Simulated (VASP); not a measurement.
These are RPBE GGA, VASP's PBE PAW potentials (set 64) (plane waves; VASP 6.6.1) values and carry that method's errors.

VASP ran on this input.

**KPOINTS**
```
Automatic mesh
0
Gamma
18 18 18
0 0 0
```

File POSCAR:
```
Fe
1
   -1.4316185820     1.4316185820     1.4316185820
    1.4316185820    -1.4316185820     1.4316185820
    1.4316185820     1.4316185820    -1.4316185820
Fe
1
Direct
  0.0000000000   0.0000000000   0.0000000000
```

INCAR:
```
ENCUT = 520   # plane-wave cut-off (eV)
LCHARG = .False.
SYSTEM = Fe
EDIFF = 1E-7
MAGMOM = 2.3
PREC = Accurate
ALGO = Normal   # blocked Davidson
ISIF = 2
SIGMA = 0.1
LWAVE = .False.
LASPH = .True.   # aspherical one-centre terms
LREAL = .False.   # projection in real space or not
LORBIT = 10
LMAXMIX = 4
ISPIN = 2   # spin-polarised
GGA = RP
NELM = 100
ISMEAR = 1   # Methfessel-Paxton
```

POTCAR, in this order: Fe (PBE.64 set). Program: vasp_std.

What VASP printed:

**OSZICAR**
```
       N       E                     dE             d eps       ncg     rms          rms(c)
DAV:   1     0.169609657884E+02    0.16961E+02   -0.41344E+03  7260   0.108E+03
DAV:   2    -0.835098261544E+01   -0.25312E+02   -0.23908E+02  7124   0.130E+02
DAV:   3    -0.867468527101E+01   -0.32370E+00   -0.32307E+00  7906   0.205E+01
DAV:   4    -0.867624065682E+01   -0.15554E-02   -0.15552E-02  7767   0.130E+00
DAV:   5    -0.867625549328E+01   -0.14836E-04   -0.14836E-04  7617   0.111E-01    0.107E+01
DAV:   6    -0.783980494328E+01    0.83645E+00   -0.13244E+01  7432   0.574E+01    0.594E+00
DAV:   7    -0.776939025804E+01    0.70415E-01   -0.94140E-01  7402   0.147E+01    0.340E+00
DAV:   8    -0.776407325995E+01    0.53170E-02   -0.11851E-02  8639   0.869E-01    0.150E+00
DAV:   9    -0.775796371524E+01    0.61095E-02   -0.10430E-02  8747   0.783E-01    0.362E-01
DAV:  10    -0.775804760302E+01   -0.83888E-04   -0.12410E-03  7278   0.406E-01    0.114E-01
DAV:  11    -0.775810046585E+01   -0.52863E-04   -0.19939E-04  7473   0.175E-01    0.523E-02
DAV:  12    -0.775809989070E+01    0.57516E-06   -0.11476E-05  7468   0.520E-02    0.163E-02
DAV:  13    -0.775810075229E+01   -0.86159E-06   -0.20539E-06  7851   0.156E-02    0.103E-02
DAV:  14    -0.775809994545E+01    0.80684E-06   -0.39744E-07  7078   0.859E-03    0.286E-03
DAV:  15    -0.775809976878E+01    0.17667E-06   -0.66652E-08  3550   0.298E-03    0.523E-04
DAV:  16    -0.775809977360E+01   -0.48242E-08   -0.37725E-09  3535   0.815E-04
   1 F= -.77580998E+01 E0= -.77581482E+01  d E =0.145168E-03  mag=     2.2451
```

### OUTCAR
```
------------------------ aborting loop because EDIFF is reached ----------------------------------------
  FORCE on cell =-STRESS in cart. coord.  units (eV):
  Direction    XX          YY          ZZ          XY          YZ          ZX
  --------------------------------------------------------------------------------------
  Total       -0.0359576     -0.0359576     -0.0359576      0.0000000     -0.0000000     -0.0000000
  in kB       -4.9086243     -4.9086243     -4.9086243      0.0000000     -0.0000000     -0.0000000
  external PRESSURE =      -4.9086243 kB  Pullay stress =       0.0000000 kB
  volume of cell :       11.74
      direct lattice vectors                 reciprocal lattice vectors
    -1.431618582  1.431618582  1.431618582     0.000000000  0.349255036  0.349255036
     1.431618582 -1.431618582  1.431618582     0.349255036  0.000000000  0.349255036
     1.431618582  1.431618582 -1.431618582     0.349255036  0.349255036  0.000000000
 POSITION                                       TOTAL-FORCE (eV/Angst)
 -----------------------------------------------------------------------------------
      0.00000      0.00000      0.00000        -0.000000     -0.000000     -0.000000
 -----------------------------------------------------------------------------------
    total drift:                                0.000000     -0.000000      0.000000
  FREE ENERGIE OF THE ION-ELECTRON SYSTEM (eV)
  ---------------------------------------------------
  free  energy   TOTEN  =        -7.7580997736 eV

  energy  without entropy=       -7.7582449418  energy(sigma->0) =       -7.75814816

 total charge

# of ion       s       p       d       tot
------------------------------------------
    1        0.472   0.513   6.211   7.196

 magnetization (x)

# of ion       s       p       d       tot
------------------------------------------
    1       -0.016  -0.064   2.334   2.254
```
(Selected blocks of OUTCAR.)

The compound is Fe in the bcc structure. It was relaxed first.
